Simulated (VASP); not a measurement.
All values below come from PBE GGA, VASP's PBE PAW potentials (set 64) (plane waves; VASP).

A VASP calculation is set up with these files.

File POSCAR:
```
Cu
1.0
  0.0000000000   1.8411000000   1.8411000000
  1.8411000000   0.0000000000   1.8411000000
  1.8411000000   1.8411000000   0.0000000000
Cu
1
Cart
  0.0000000000   0.0000000000   0.0000000000
```

**INCAR**
```
ALGO  =  Normal
EDIFF  =  1E-6
ENCUT  =  400
GGA  =  PE
ISIF  =  2
ISMEAR  =  1
LASPH  =  T
LCHARG  =  F
LMAXMIX  =  4
LREAL  =  F
LWAVE  =  F
NELM  =  100
PREC  =  Accurate
SIGMA  =  0.1
SYSTEM  =  Cu
```

File KPOINTS:
```
Regular mesh
0
Monkhorst-Pack
 2 2 2
0 0 0
```

POTCAR, in this order: Cu (PBE.64 set). Program: vasp_std.

Output of the run:

OUTCAR:
```
 ion  position               nearest neighbor table
   1  0.000  0.000  0.000-
  LATTYP: Found a face centered cubic cell.
 ALAT       =     3.6822000000
 Subroutine PRICEL returns:
 Original cell was already a primitive cell.
 Subroutine GETGRP returns: Found 48 space group operations
The static configuration has the point symmetry O_h .
The dynamic configuration has the point symmetry O_h .
 Subroutine INISYM returns: Found 48 space group operations
 Subroutine IBZKPT returns following result:
 Found      2 irreducible k-points:

 Following reciprocal coordinates:
            Coordinates               Weight
  0.250000  0.250000  0.250000      8.000000
 -0.250000  0.250000  0.250000     24.000000
   k-points           NKPTS =      2   k-points in BZ     NKDIM =      2   number of bands    NBANDS=      9
   number of dos      NEDOS =    301   number of ions     NIONS =      1
   total plane-waves  NPLWV =   5832
   dimension x,y,z NGX =    18 NGY =   18 NGZ =   18
   dimension x,y,z NGXF=    36 NGYF=   36 NGZF=   36
   ions per type =               1
   PREC   = accura    normal or accurate (medium, high low for compatibility)
   ISTART =      0    job   : 0-new  1-cont  2-samecut
   ICHARG =      2    charge: 1-file 2-atom 10-const
   ISPIN  =      1    spin polarized calculation?
   LNONCOLLINEAR =      F non collinear calculations
   LSORBIT =      F    spin-orbit coupling
   INIWAV =      1    electr: 0-lowe 1-rand  2-diag
   ENCUT  =  400.0 eV  29.40 Ry    5.42 a.u.   4.25  4.25  4.25*2*pi/ulx,y,z
   NELM   =    100;   NELMIN=  2; NELMDL= -5     # of ELM steps
   EDIFF  = 0.1E-05   stopping-criterion for ELM
   LREAL  =      F    real-space projection
   NLSPLINE    = F    spline interpolate recip. space projectors
   LMAXMIX     =    4 max onsite mixed and CHGCAR
   VOSKOWN=      0    Vosko Wilk Nusair interpolation
   EDIFFG = 0.1E-04   stopping-criterion for IOM
   NSW    =      0    number of steps for IOM
   NBLOCK =      1;   KBLOCK =      1    inner block; outer block
...
```

OSZICAR:
```
       N       E                     dE             d eps       ncg     rms          rms(c)
DAV:   1     0.370853720246E+02    0.37085E+02   -0.49341E+03    36   0.176E+03
DAV:   2    -0.360274776858E+01   -0.40688E+02   -0.38923E+02    36   0.187E+02
DAV:   3    -0.409273644860E+01   -0.48999E+00   -0.48979E+00    47   0.297E+01
DAV:   4    -0.409350340861E+01   -0.76696E-03   -0.76691E-03    54   0.112E+00
DAV:   5    -0.409350359472E+01   -0.18611E-06   -0.18680E-06    54   0.158E-02    0.817E+00
DAV:   6    -0.355870521375E+01    0.53480E+00   -0.21073E+01    37   0.105E+02    0.460E+00
DAV:   7    -0.308447306094E+01    0.47423E+00   -0.36147E+00    38   0.408E+01    0.618E-01
DAV:   8    -0.307311692666E+01    0.11356E-01   -0.45129E-03    37   0.105E+00    0.298E-01
DAV:   9    -0.307158537103E+01    0.15316E-02   -0.11685E-02    39   0.218E+00    0.373E-02
DAV:  10    -0.307158307249E+01    0.22985E-05   -0.83496E-05    46   0.190E-01    0.732E-03
DAV:  11    -0.307158208896E+01    0.98353E-06   -0.54044E-07    40   0.127E-02
   1 F= -.30715821E+01 E0= -.30653594E+01  d E =-.186679E-01
```

### OUTCAR
```
------------------------ aborting loop because EDIFF is reached ----------------------------------------
  FORCE on cell =-STRESS in cart. coord.  units (eV):
  Direction    XX          YY          ZZ          XY          YZ          ZX
  --------------------------------------------------------------------------------------
  Total       -0.0227140     -0.0227140     -0.0227140      0.0000000     -0.0000000      0.0000000
  in kB       -2.9156934     -2.9156934     -2.9156934      0.0000000     -0.0000000      0.0000000
  external PRESSURE =      -2.9156934 kB  Pullay stress =       0.0000000 kB
  volume of cell :       12.48
      direct lattice vectors                 reciprocal lattice vectors
     0.000000000  1.841100000  1.841100000    -0.271576775  0.271576775  0.271576775
     1.841100000  0.000000000  1.841100000     0.271576775 -0.271576775  0.271576775
     1.841100000  1.841100000  0.000000000     0.271576775  0.271576775 -0.271576775
 POSITION                                       TOTAL-FORCE (eV/Angst)
 -----------------------------------------------------------------------------------
      0.00000      0.00000      0.00000        -0.000000      0.000000      0.000000
 -----------------------------------------------------------------------------------
    total drift:                                0.000000      0.000000      0.000000
  FREE ENERGIE OF THE ION-ELECTRON SYSTEM (eV)
  ---------------------------------------------------
  free  energy   TOTEN  =        -3.0715820890 eV

  energy  without entropy=       -3.0529141394  energy(sigma->0) =       -3.06535944
```
(Selected blocks of OUTCAR.)

The compound is Cu in the fcc structure. The cell was not relaxed at this level. The k-mesh is coarse (spacing up to 1.48 per Å, 2π included), so the numbers may not be converged in it. The run is one of a series of settings (KPOINTS 2×2×2 Monkhorst-Pack mesh against the base run), some of them coarse on purpose.
